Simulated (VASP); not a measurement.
# Hg$_{3}$MgTe$_{4}$ (ordered alloy cell): computed properties

Calculation: PBEsol GGA, VASP's PBE PAW potentials (set 64) (plane waves; VASP).

```yaml
space_group: P-43m (215)
cell: a = b = c = 6.4958 Å, α = β = γ = 90.00°
volume_per_atom: 34.26 Å³/atom
band gap (over mesh and band path): none (metal, semimetal or under 0.01 eV)
density: 6.89 g/cm³
```

```
CELL_PARAMETERS angstrom
      6.49576     0.00000     0.00000
      0.00000     6.49576     0.00000
      0.00000     0.00000     6.49576
ATOMIC_POSITIONS crystal
  Mg 0.00000 0.00000 0.00000
  Te 0.24826 0.24826 0.24826
  Te 0.75174 0.75174 0.24826
  Te 0.75174 0.24826 0.75174
  Te 0.24826 0.75174 0.75174
  Hg 0.50000 0.50000 0.00000
  Hg 0.50000 0.00000 0.50000
  Hg 0.00000 0.50000 0.50000
```

Unless said otherwise, spin-orbit coupling is left out, though it shifts the bands of the heavy elements here.

The structure was generated: Hg3MgTe4 was put into an ordered model structure (P-43m), which need not be its known phase. It was relaxed first. Symmetry was kept, so distortions that lower it aren't found.
